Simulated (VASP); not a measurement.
Output of a VASP run:

OSZICAR:
```
       N       E                     dE             d eps       ncg     rms          rms(c)
DAV:   1    -0.219579145827E+03   -0.21958E+03   -0.23674E+03  1440   0.475E+02
DAV:   2    -0.233734011444E+03   -0.14155E+02   -0.13310E+02  1880   0.672E+01
DAV:   3    -0.234135075858E+03   -0.40106E+00   -0.40106E+00  1776   0.155E+01
DAV:   4    -0.234136185242E+03   -0.11094E-02   -0.11094E-02  2136   0.824E-01
DAV:   5    -0.223601510271E+02    0.21178E+03   -0.19853E+00  1472   0.104E+01    0.689E+00
DAV:   6    -0.210219576704E+02    0.13382E+01   -0.59486E-01  1536   0.497E+00    0.379E+00
DAV:   7    -0.206536484215E+02    0.36831E+00   -0.57888E-01  1448   0.485E+00    0.184E+00
DAV:   8    -0.205926690551E+02    0.60979E-01   -0.20777E-01  1616   0.293E+00    0.893E-01
DAV:   9    -0.205867704693E+02    0.58986E-02   -0.51205E-02  1736   0.147E+00    0.478E-01
DAV:  10    -0.205872656693E+02   -0.49520E-03   -0.10094E-02  1784   0.667E-01    0.288E-01
DAV:  11    -0.205878476091E+02   -0.58194E-03   -0.18103E-03  1896   0.298E-01    0.183E-01
DAV:  12    -0.205881426823E+02   -0.29507E-03   -0.33105E-04  1920   0.139E-01    0.117E-01
DAV:  13    -0.205882776801E+02   -0.13500E-03   -0.73372E-05  1944   0.717E-02    0.748E-02
DAV:  14    -0.205883383884E+02   -0.60708E-04   -0.22078E-05  1880   0.415E-02    0.475E-02
DAV:  15    -0.205883656175E+02   -0.27229E-04   -0.83732E-06  1872   0.260E-02    0.301E-02
DAV:  16    -0.205883778299E+02   -0.12212E-04   -0.34911E-06  1888   0.168E-02    0.190E-02
DAV:  17    -0.205883833145E+02   -0.54846E-05   -0.14962E-06  1760   0.110E-02    0.120E-02
DAV:  18    -0.205883857835E+02   -0.24690E-05   -0.62746E-07  1104   0.729E-03    0.760E-03
DAV:  19    -0.205883869023E+02   -0.11188E-05   -0.31510E-07  1016   0.540E-03    0.483E-03
DAV:  20    -0.205883874151E+02   -0.51275E-06   -0.12483E-07  1000   0.343E-03
   1 F= -.20588387E+02 E0= -.20588387E+02  d E =-.132668E-34
```

File OUTCAR:
```
------------------------ aborting loop because EDIFF is reached ----------------------------------------
  FORCE on cell =-STRESS in cart. coord.  units (eV):
  Direction    XX          YY          ZZ          XY          YZ          ZX
  --------------------------------------------------------------------------------------
  Total       -0.2175364     -0.3177927     -0.2683586      0.1043839      0.0707394      0.0085057
  in kB       -5.8115048     -8.4898584     -7.1692226      2.7886259      1.8898084      0.2272312
  external PRESSURE =      -7.1568619 kB  Pullay stress =       0.0000000 kB
  volume of cell :       59.97
      direct lattice vectors                 reciprocal lattice vectors
     4.476690000  0.000000000  0.000000000     0.223379327  0.000000000  0.000000000
     0.000000000  4.476690000  0.000000000     0.000000000  0.223379327  0.000000000
     0.000000000  0.000000000  2.992540000     0.000000000  0.000000000  0.334164289
 POSITION                                       TOTAL-FORCE (eV/Angst)
 -----------------------------------------------------------------------------------
      2.25675      2.18715      1.42878        -0.124004      0.397714      0.519083
      0.05257      0.05960      0.01402        -0.333441     -0.539165     -0.023283
      3.07058      3.05488      2.98403         0.360741      0.370737     -0.154913
      1.32262      1.39650      0.04145         0.024943     -0.093753     -0.346151
      3.60481      0.90649      1.48006         0.065246     -0.180066      0.118832
      0.88439      3.58709      1.53302         0.006514      0.044534     -0.113569
 -----------------------------------------------------------------------------------
    total drift:                               -0.015057     -0.036180     -0.034356
  FREE ENERGIE OF THE ION-ELECTRON SYSTEM (eV)
  ---------------------------------------------------
  free  energy   TOTEN  =       -20.5883874151 eV

  energy  without entropy=      -20.5883874151  energy(sigma->0) =      -20.58838742

  exchange ACFDT corr.  =         0.00000000  see jH, gK, PRB 81, 115126
```
(Selected blocks of OUTCAR.)

POSCAR:
```
MgH2
1
    4.4766900000     0.0000000000     0.0000000000
    0.0000000000     4.4766900000     0.0000000000
    0.0000000000     0.0000000000     2.9925400000
Mg H
2 4
Direct
  0.5041120000   0.4885650000   0.4774460000
  0.0117420000   0.0133140000   0.0046840000
  0.6859050000   0.6823980000  -0.0028430000
  0.2954450000   0.3119490000   0.0138500000
  0.8052410000   0.2024920000   0.4945840000
  0.1975550000   0.8012820000   0.5122790000
```

**Question.** Write an INCAR and KPOINTS that could have produced this output.

**Answer.** This is not unique; one that fits is the input of the run itself, PBE0 hybrid, plane waves, VASP's PBE PAW potentials (set 64).

**INCAR**
```
ISIF  =  2
LREAL  =  .FALSE.
HFRCUT  =  -1
PREC  =  Accurate
GGA  =  PE
ENCUT  =  300   # plane-wave cut-off (eV)
NELM  =  100   # most electronic steps
EDIFF  =  1E-6   # SCF stop (eV)
LWAVE  =  .FALSE.
ISYM  =  3
LHFCALC  =  .TRUE.
LCHARG  =  .FALSE.
SIGMA  =  0.01   # width (eV)
AEXX  =  0.25
ISMEAR  =  0   # Gaussian
LASPH  =  .TRUE.
SYSTEM  =  MgH2
ALGO  =  Normal   # blocked Davidson
PRECFOCK  =  Fast
```

### KPOINTS
```
kpoints
0
Gamma
 5 5 7
```

POTCAR, in this order: Mg H (PBE.64 set). Program: vasp_std.

At this cut-off the stress carries a Pulay error, which pulls relaxed volumes low.

The structure comes from a computed database's MgH2 entry; how it stands against other phases isn't given here. The cell was not relaxed at this level, atoms are displaced from their ideal sites.
